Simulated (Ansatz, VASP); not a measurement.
# Two plane-wave programs on ZrH2Br

```
Zr H Br
1.0
     3.50715    0.00000    0.00000
    -1.75357    3.03728    0.00000
     0.00000    0.00000    9.92988
Zr H Br
2 4 2
Direct
  0.66667 0.33333 0.72344
  0.33333 0.66667 0.22344
  0.66667 0.33333 0.28399
  0.00000 0.00000 0.72677
  0.00000 0.00000 0.22677
  0.33333 0.66667 0.78399
  0.66667 0.33333 0.00685
  0.33333 0.66667 0.50685
```

Change from the starting cell: species swapped into the LiTiO2 type (P6_3mc, No. 186).

Alike in both runs: functional PBE; k mesh 12 × 12 × 4; occupations gaussian, width 0.1 eV; no spin polarisation.

Ansatz relaxed the structure, and its values are those at the end. VASP's run is a single point on that final structure, the one shown.

|  | VASP | Ansatz |
| --- | --- | --- |
| version | VASP 6.6.1 | Ansatz 0.2.0 |
| potentials or method | VASP PAW PBE potentials, release 64 (Zr_sv, H, Br) | scalar-relativistic, plane waves, PAW |
| plane-wave cutoff (eV) | 520 | 420 |
| valence electrons in the cell | 42 | 42 |

Ansatz gave:

```
gap on the k mesh at the Fermi level (eV) : none
pressure (GPa)                            : 0.0
rms of the force components (eV/Å)        : 0.003
```

**Question.** What did VASP give for the same quantities?

**Answer.** gap on the k mesh at the Fermi level (eV): none; pressure (GPa): 0.0; rms of the force components (eV/Å): 0.004.

A gap of «none» marks a metal or a gap that the smearing closes. The functional is the same, so the differences come from potentials, cutoffs and numerics.
